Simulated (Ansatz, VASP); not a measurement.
# HfIn4SiO6 in VASP and in Ansatz

The input INCAR:

```
SYSTEM = HfIn4SiO6
  PREC = Accurate
  ENCUT = 520
  EDIFF = 1E-7
  ISMEAR = -1
  SIGMA = 0.05
  LREAL = .FALSE.
  LASPH = .TRUE.
  NELM = 80
  ALGO = Normal
  ISIF = 2
  LWAVE = .FALSE.
  LCHARG = .TRUE.
  GGA = PE
  LELF = .TRUE.
```

File KPOINTS:

```
regular mesh
0
G
  6 6 4
  0 0 0
```

File POSCAR:

```
HfIn4SiO6
1.0
    2.7160300000     -4.7033200000      0.0044800000
    2.7160300000      4.7033200000      0.0044800000
   -1.8630900000      0.0000000000      7.4041500000
Hf In Si O
1 4 1 6
Direct
    0.2048000000      0.7952000000      0.0000000000
    0.3713900000      0.6286100000      0.5000000000
    0.5381200000      0.4618800000      0.0000000000
    0.0350000000      0.9650000000      0.5000000000
    0.7090700000      0.2909300000      0.5000000000
    0.8714600000      0.1285400000      0.0000000000
    0.1074100000      0.0691800000      0.8666700000
    0.9308200000      0.8925900000      0.1333300000
    0.8397500000      0.3782000000      0.8666900000
    0.6218000000      0.1602500000      0.1333100000
    0.1981300000      0.4689100000      0.1333800000
    0.5310900000      0.8018700000      0.8666200000
```

The input input.yaml:

```yaml
crystal:
  lattice:
    - [2.71603, -4.70332, 0.00448]
    - [2.71603, 4.70332, 0.00448]
    - [-1.86309, 0.0, 7.40415]
  atoms:
    - { symbol: Hf, position: [0.2048, 0.7952, 0.0] }
    - { symbol: In, position: [0.37139, 0.62861, 0.5] }
    - { symbol: In, position: [0.53812, 0.46188, 0.0] }
    - { symbol: In, position: [0.035, 0.965, 0.5] }
    - { symbol: In, position: [0.70907, 0.29093, 0.5] }
    - { symbol: Si, position: [0.87146, 0.12854, 0.0] }
    - { symbol: O, position: [0.10741, 0.06918, 0.86667] }
    - { symbol: O, position: [0.93082, 0.89259, 0.13333] }
    - { symbol: O, position: [0.83975, 0.3782, 0.86669] }
    - { symbol: O, position: [0.6218, 0.16025, 0.13331] }
    - { symbol: O, position: [0.19813, 0.46891, 0.13338] }
    - { symbol: O, position: [0.53109, 0.80187, 0.86662] }
hamiltonian:
  xc: pbe
  pseudopotentials: { kind: paw }
kpoints:
  mp_grid: { grid: [6, 6, 4] }
scf:
  occupations: { method: fermi_dirac, width: 0.05 }
output:
  forces: true
  stress: true
  eigenvalues: true
  write_density: true
  write_potential: true
  elf: true
  volumetric_format: npy
```

The cell was built by a generator and needn't be a form met in nature.

Alike in both runs: functional PBE; k mesh 6 × 6 × 4; occupations fermi-dirac, width 0.05 eV; no spin polarisation.

|  | VASP | Ansatz |
| --- | --- | --- |
| version | VASP 6.6.1 | Ansatz 0.2.0 |
| potentials or method | VASP PAW PBE potentials, release 64 (Hf_pv, In_d, Si, O) | Ansatz PAW |
| plane-wave cutoff (eV) | 520 | 420 |
| valence electrons in the cell | 102 | 118 |
| task | electron localisation function | single point |

|  | VASP | Ansatz | Ansatz less VASP |
| --- | --- | --- | --- |
| gap on the k mesh at the Fermi level (eV) | none | none | - |
| pressure (GPa) | -0.4 | 0.0 | +0.42 |
| largest component of the traceless stress (GPa) | 0.07 | 0.15 | +0.081 |
| rms of the force components (eV/Å) | 0.052 | 0.005 | -0.0477 |

Atom by atom the forces differ by 0.055 eV/Å (rms over components). A gap of «none» marks a metal or a gap that the smearing closes. The two sets of potentials don't hold the same shells in valence.

Caveats: the pressure holds a Pulay correction of +0.4 GPa for the finite cutoff (Ansatz). Spin-orbit coupling is left out, which matters for the levels of Hf.
